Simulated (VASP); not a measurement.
Level of theory: r2SCAN meta-GGA, VASP's PBE PAW potentials (set 64) (plane waves; VASP).

VASP input:

File KPOINTS:
```
Automatic mesh
0
Gamma
7 7 4
0 0 0
```

**INCAR**
```
SYSTEM=PtS2
PREC=Accurate; ENCUT=520; LREAL=.False.
LASPH=.True.
EDIFF=1E-7; NELM=100; ALGO=Normal
LMAXMIX=6; LMIXTAU=.True.
ISMEAR=0; SIGMA=0.05
METAGGA=R2SCAN
IBRION=2; NSW=30; ISIF=4
EDIFFG=-0.01
LWAVE=.False.; LCHARG=.False.
```

File POSCAR:
```
PtS2
1
    1.7555297924    -3.0406668645     0.0000000000
    1.7555297924     3.0406668645     0.0000000000
    0.0000000000     0.0000000000     5.5394049584
Pt S
1 2
Direct
  0.0000000000   0.0000000000   0.0000000000
  0.3333330000   0.6666670000   0.2205310222
  0.6666670000   0.3333330000   0.7794689778
```

POTCAR, in this order: Pt S (PBE.64 set). Program: vasp_std.

The resulting files:

File OUTCAR:
```
 ion  position               nearest neighbor table
   1  0.000  0.000  0.000-   2 2.37   3 2.37   3 2.37   2 2.37   3 2.37   2 2.37
   2  0.333  0.667  0.221-   1 2.37   1 2.37   1 2.37
   3  0.667  0.333  0.779-   1 2.37   1 2.37   1 2.37
  LATTYP: Found a hexagonal cell.
 ALAT       =     3.5110596453
 C/A-ratio  =     1.5777017533
 Subroutine PRICEL returns:
 Original cell was already a primitive cell.
 Subroutine GETGRP returns: Found 12 space group operations
The static configuration has the point symmetry D_3d.
The dynamic configuration has the point symmetry D_3d.
 Subroutine INISYM returns: Found 12 space group operations
 Subroutine IBZKPT returns following result:
 Found     28 irreducible k-points:

 Following reciprocal coordinates:
            Coordinates               Weight
  0.000000  0.000000  0.000000      1.000000
  0.142857  0.000000  0.000000      6.000000
  0.285714 -0.000000  0.000000      6.000000
  0.428571 -0.000000  0.000000      6.000000
  0.142857  0.142857  0.000000      6.000000
  0.285714  0.142857  0.000000     12.000000
  0.428571  0.142857  0.000000      6.000000
  0.285714  0.285714  0.000000      6.000000
  0.000000  0.000000  0.250000      2.000000
  0.142857  0.000000  0.250000      6.000000
  0.000000  0.142857  0.250000      6.000000
  0.285714 -0.000000  0.250000      6.000000
 -0.000000  0.285714  0.250000      6.000000
  0.428571 -0.000000  0.250000      6.000000
 -0.000000  0.428571  0.250000      6.000000
  0.142857  0.142857  0.250000     12.000000
  0.285714  0.142857  0.250000     12.000000
 -0.142857  0.428571  0.250000     12.000000
  0.428571  0.142857  0.250000     12.000000
  0.285714  0.285714  0.250000     12.000000
  0.000000  0.000000  0.500000      1.000000
  0.142857  0.000000  0.500000      6.000000
  0.285714 -0.000000  0.500000      6.000000
  0.428571 -0.000000  0.500000      6.000000
  0.142857  0.142857  0.500000      6.000000
  0.285714  0.142857  0.500000     12.000000
  0.428571  0.142857  0.500000      6.000000
  0.285714  0.285714  0.500000      6.000000
   k-points           NKPTS =     28   k-points in BZ     NKDIM =     28   number of bands    NBANDS=     15
   number of dos      NEDOS =    301   number of ions     NIONS =      3
   total plane-waves  NPLWV =  32928
   dimension x,y,z NGX =    28 NGY =   28 NGZ =   42
   dimension x,y,z NGXF=    56 NGYF=   56 NGZF=   84
   ions per type =               1   2
   PREC   = accura    normal or accurate (medium, high low for compatibility)
   ISTART =      0    job   : 0-new  1-cont  2-samecut
   ICHARG =      2    charge: 1-file 2-atom 10-const
   ISPIN  =      1    spin polarized calculation?
   LNONCOLLINEAR =      F non collinear calculations
   LSORBIT =      F    spin-orbit coupling
   INIWAV =      1    electr: 0-lowe 1-rand  2-diag
   ENCUT  =  520.0 eV  38.22 Ry    6.18 a.u.   6.53  6.53 10.30*2*pi/ulx,y,z
   NELM   =    100;   NELMIN=  2; NELMDL= -5     # of ELM steps
   EDIFF  = 0.1E-06   stopping-criterion for ELM
   LREAL  =      F    real-space projection
   NLSPLINE    = F    spline interpolate recip. space projectors
   LMAXMIX     =    6 max onsite mixed and CHGCAR
   VOSKOWN=      0    Vosko Wilk Nusair interpolation
   EDIFFG = -.1E-01   stopping-criterion for IOM
   NSW    =     30    number of steps for IOM
   NBLOCK =      1;   KBLOCK =     30    inner block; outer block
   IBRION =      2    ionic relax: 0-MD 1-quasi-New 2-CG
   NFREE  =      1    steps in history (QN), initial steepest desc. (CG)
   ISIF   =      4    stress and relaxation
   ISYM   =      2    0-nonsym 1-usesym 2-fastsym
   TEIN   =    0.0    initial temperature
   TEBEG  =    0.0;   TEEND  =   0.0 temperature during run
...
```

**OSZICAR**
```
...
DAV:   4    -0.758609026539E+02   -0.59373E-01   -0.59360E-01  1092   0.629E+00
DAV:   5    -0.758621405830E+02   -0.12379E-02   -0.12378E-02  1120   0.863E-01    0.198E+01
DAV:   6    -0.703209951523E+02    0.55411E+01   -0.10827E+01   924   0.349E+01    0.139E+01
DAV:   7    -0.687997696434E+02    0.15212E+01   -0.15848E+00   910   0.148E+01    0.688E+00
DAV:   8    -0.688240028564E+02   -0.24233E-01   -0.20608E-01   959   0.400E+00    0.154E+00
DAV:   9    -0.688171357184E+02    0.68671E-02   -0.60560E-02   882   0.320E+00    0.316E-01
DAV:  10    -0.688486038614E+02   -0.31468E-01   -0.22830E-02   931   0.140E+00    0.235E-01
DAV:  11    -0.688399991186E+02    0.86047E-02   -0.53096E-03   847   0.850E-01    0.242E-01
DAV:  12    -0.688488021900E+02   -0.88031E-02   -0.38791E-03   910   0.719E-01    0.696E-02
DAV:  13    -0.688490966206E+02   -0.29443E-03   -0.54768E-04  1064   0.286E-01    0.535E-02
DAV:  14    -0.688489358572E+02    0.16076E-03   -0.13599E-04   938   0.153E-01    0.302E-02
DAV:  15    -0.688492119968E+02   -0.27614E-03   -0.16865E-04   903   0.144E-01    0.606E-03
DAV:  16    -0.688492113705E+02    0.62628E-06   -0.61185E-06  1141   0.274E-02    0.563E-03
DAV:  17    -0.688492108663E+02    0.50426E-06   -0.13508E-07   798   0.395E-03    0.798E-03
DAV:  18    -0.688492119016E+02   -0.10353E-05   -0.23758E-07   867   0.578E-03    0.136E-03
DAV:  19    -0.688492121575E+02   -0.25585E-06   -0.70466E-08   693   0.343E-03    0.662E-04
DAV:  20    -0.688492121552E+02    0.23038E-08   -0.50675E-09   525   0.779E-04
   1 F= -.68849212E+02 E0= -.68849212E+02  d E =-.688492E+02
       N       E                     dE             d eps       ncg     rms          rms(c)
DAV:   1    -0.688625192588E+02   -0.13307E-01   -0.16651E+00   840   0.820E+00    0.911E-01
DAV:   2    -0.688643473472E+02   -0.18281E-02   -0.65788E-02  1071   0.210E+00    0.420E-01
DAV:   3    -0.688644357426E+02   -0.88395E-04   -0.42684E-03   904   0.651E-01    0.234E-01
DAV:   4    -0.688641483341E+02    0.28741E-03   -0.29067E-03   973   0.461E-01    0.103E-01
DAV:   5    -0.688647118602E+02   -0.56353E-03   -0.77112E-04   903   0.301E-01    0.536E-02
DAV:   6    -0.688646237378E+02    0.88122E-04   -0.26322E-04   938   0.167E-01    0.552E-02
DAV:   7    -0.688647734369E+02   -0.14970E-03   -0.82877E-05   896   0.868E-02    0.381E-03
DAV:   8    -0.688647766576E+02   -0.32207E-05   -0.63304E-06  1106   0.238E-02    0.418E-03
DAV:   9    -0.688647807228E+02   -0.40653E-05   -0.16831E-06   945   0.137E-02    0.258E-03
DAV:  10    -0.688647776564E+02    0.30665E-05   -0.11213E-06   882   0.113E-02    0.805E-04
DAV:  11    -0.688647782542E+02   -0.59776E-06   -0.14822E-07   731   0.347E-03    0.153E-03
DAV:  12    -0.688647782385E+02    0.15652E-07   -0.18886E-08   490   0.138E-03
   2 F= -.68864778E+02 E0= -.68864778E+02  d E =-.155661E-01
       N       E                     dE             d eps       ncg     rms          rms(c)
DAV:   1    -0.688665142743E+02   -0.17360E-02   -0.12863E+00   840   0.721E+00    0.786E-01
DAV:   2    -0.688682326625E+02   -0.17184E-02   -0.50826E-02  1050   0.184E+00    0.355E-01
DAV:   3    -0.688682239143E+02    0.87482E-05   -0.30953E-03   946   0.551E-01    0.200E-01
DAV:   4    -0.688680254828E+02    0.19843E-03   -0.21333E-03   966   0.392E-01    0.866E-02
DAV:   5    -0.688683920537E+02   -0.36657E-03   -0.61636E-04   882   0.267E-01    0.422E-02
DAV:   6    -0.688683727900E+02    0.19264E-04   -0.21642E-04   924   0.152E-01    0.463E-02
DAV:   7    -0.688684679371E+02   -0.95147E-04   -0.54447E-05   903   0.705E-02    0.389E-03
DAV:   8    -0.688684686596E+02   -0.72251E-06   -0.35484E-06  1113   0.175E-02    0.279E-03
DAV:   9    -0.688684723422E+02   -0.36826E-05   -0.12418E-06   917   0.119E-02    0.228E-03
DAV:  10    -0.688684696611E+02    0.26811E-05   -0.76194E-07   889   0.951E-03    0.453E-04
DAV:  11    -0.688684701266E+02   -0.46549E-06   -0.10139E-07   539   0.284E-03    0.100E-03
DAV:  12    -0.688684700880E+02    0.38646E-07   -0.14690E-08   462   0.122E-03
   3 F= -.68868470E+02 E0= -.68868470E+02  d E =-.192579E-01
       N       E                     dE             d eps       ncg     rms          rms(c)
DAV:   1    -0.688684862346E+02   -0.16108E-04   -0.10135E-02   840   0.642E-01    0.718E-02
DAV:   2    -0.688685090019E+02   -0.22767E-04   -0.40126E-04  1057   0.163E-01    0.308E-02
DAV:   3    -0.688685073388E+02    0.16631E-05   -0.22755E-05   941   0.469E-02    0.170E-02
DAV:   4    -0.688685079905E+02   -0.65170E-06   -0.16138E-05   973   0.336E-02    0.679E-03
DAV:   5    -0.688685085215E+02   -0.53103E-06   -0.48643E-06   875   0.236E-02    0.321E-03
DAV:   6    -0.688685100759E+02   -0.15543E-05   -0.19160E-06   917   0.144E-02    0.381E-03
DAV:   7    -0.688685099061E+02    0.16973E-06   -0.50518E-07   889   0.687E-03    0.396E-04
DAV:   8    -0.688685101711E+02   -0.26500E-06   -0.16629E-08   560   0.138E-03    0.189E-04
DAV:   9    -0.688685098213E+02    0.34986E-06   -0.11605E-08   441   0.115E-03    0.169E-04
DAV:  10    -0.688685100511E+02   -0.22977E-06   -0.40401E-09   441   0.646E-04    0.821E-05
DAV:  11    -0.688685100395E+02    0.11556E-07   -0.87206E-10   441   0.286E-04
   4 F= -.68868510E+02 E0= -.68868510E+02  d E =-.192979E-01
       N       E                     dE             d eps       ncg     rms          rms(c)
DAV:   1    -0.688738678410E+02   -0.53578E-02   -0.22855E-01   861   0.356E+00    0.436E-01
DAV:   2    -0.688702464761E+02    0.36214E-02   -0.10694E-02   959   0.939E-01    0.207E-01
DAV:   3    -0.688699936075E+02    0.25287E-03   -0.17306E-03  1085   0.347E-01    0.102E-01
DAV:   4    -0.688699205624E+02    0.73045E-04   -0.53209E-04   994   0.182E-01    0.440E-02
DAV:   5    -0.688699441385E+02   -0.23576E-04   -0.10340E-04  1029   0.886E-02    0.185E-02
DAV:   6    -0.688699408316E+02    0.33069E-05   -0.39954E-05   917   0.630E-02    0.989E-03
DAV:   7    -0.688699630403E+02   -0.22209E-04   -0.19967E-05   861   0.430E-02    0.323E-03
DAV:   8    -0.688699633335E+02   -0.29325E-06   -0.24984E-06   938   0.170E-02    0.180E-03
DAV:   9    -0.688699651431E+02   -0.18096E-05   -0.52380E-07   966   0.755E-03    0.670E-04
DAV:  10    -0.688699643818E+02    0.76126E-06   -0.18154E-07   755   0.424E-03    0.172E-04
DAV:  11    -0.688699647536E+02   -0.37175E-06   -0.12346E-08   455   0.121E-03    0.796E-05
DAV:  12    -0.688699645004E+02    0.25318E-06   -0.34410E-09   441   0.626E-04    0.415E-05
DAV:  13    -0.688699646259E+02   -0.12547E-06   -0.57160E-10   434   0.239E-04    0.307E-05
DAV:  14    -0.688699645381E+02    0.87798E-07   -0.26927E-10   441   0.170E-04
   5 F= -.68869965E+02 E0= -.68869965E+02  d E =-.145450E-02
       N       E                     dE             d eps       ncg     rms          rms(c)
DAV:   1    -0.688717460191E+02   -0.17814E-02   -0.89194E-02   861   0.222E+00    0.274E-01
DAV:   2    -0.688703252436E+02    0.14208E-02   -0.41887E-03   959   0.587E-01    0.130E-01
DAV:   3    -0.688702270681E+02    0.98176E-04   -0.67562E-04  1071   0.217E-01    0.639E-02
DAV:   4    -0.688701973111E+02    0.29757E-04   -0.21077E-04  1001   0.114E-01    0.275E-02
DAV:   5    -0.688702083465E+02   -0.11035E-04   -0.40220E-05  1029   0.551E-02    0.116E-02
DAV:   6    -0.688702053912E+02    0.29553E-05   -0.15532E-05   917   0.392E-02    0.615E-03
DAV:   7    -0.688702155498E+02   -0.10159E-04   -0.78329E-06   868   0.268E-02    0.204E-03
DAV:   8    -0.688702149717E+02    0.57817E-06   -0.96711E-07   931   0.105E-02    0.114E-03
DAV:   9    -0.688702160692E+02   -0.10975E-05   -0.20164E-07   789   0.471E-03    0.425E-04
DAV:  10    -0.688702155418E+02    0.52741E-06   -0.73107E-08   623   0.255E-03    0.943E-05
DAV:  11    -0.688702157642E+02   -0.22246E-06   -0.44676E-09   441   0.713E-04    0.492E-05
DAV:  12    -0.688702156102E+02    0.15406E-06   -0.14715E-09   441   0.405E-04    0.272E-05
DAV:  13    -0.688702156857E+02   -0.75560E-07   -0.24079E-10   434   0.153E-04
   6 F= -.68870216E+02 E0= -.68870216E+02  d E =-.170565E-02
```

**OUTCAR**
```
------------------------ aborting loop because EDIFF is reached ----------------------------------------
  FORCE on cell =-STRESS in cart. coord.  units (eV):
  Direction    XX          YY          ZZ          XY          YZ          ZX
  --------------------------------------------------------------------------------------
  Total        0.1733462      0.1733462      0.1719400      0.0000000     -0.0000000     -0.0000000
  in kB        4.6962886      4.6962888      4.6581903      0.0000000     -0.0000000     -0.0000000
  external PRESSURE =       4.6835892 kB  Pullay stress =       0.0000000 kB
  volume of cell :       59.14
      direct lattice vectors                 reciprocal lattice vectors
     1.773933694 -3.072543368  0.000000000     0.281859464 -0.162731633 -0.000000000
     1.773933694  3.072543368 -0.000000000     0.281859464  0.162731633  0.000000000
    -0.000000000 -0.000000000  5.425062633     0.000000000  0.000000000  0.184329669
 POSITION                                       TOTAL-FORCE (eV/Angst)
 -----------------------------------------------------------------------------------
      0.00000      0.00000      0.00000         0.000000     -0.000000      0.000000
      1.77393      1.02418      1.23058         0.000000     -0.000000      0.001728
      1.77393     -1.02418      4.19448        -0.000000      0.000000     -0.001728
 -----------------------------------------------------------------------------------
    total drift:                                0.000000      0.000000      0.000000
  FREE ENERGIE OF THE ION-ELECTRON SYSTEM (eV)
  ---------------------------------------------------
  free  energy   TOTEN  =       -68.8702156857 eV

  energy  without entropy=      -68.8702156857  energy(sigma->0) =      -68.87021569

 reached required accuracy - stopping structural energy minimisation
```
(Selected blocks of OUTCAR.)

### CONTCAR
```
PtS2
   1.00000000000000
     1.7739336943255661   -3.0725433681924978    0.0000000000000000
     1.7739336943255661    3.0725433681924978   -0.0000000000000000
    -0.0000000000000000   -0.0000000000000000    5.4250626333817999
  Pt              S
     1     2
Direct
     0.0000000000000000    0.0000000000000000    0.0000000000000000
     0.3333330000000032    0.6666669999999968    0.2268321730096915
     0.6666669999999968    0.3333330000000032    0.7731678269903085
```

The compound is PtS2 in the 1T layered structure. This cell is one point of a volume scan, at 0.97 of the reference volume. Symmetry was kept, so distortions that lower it aren't found.
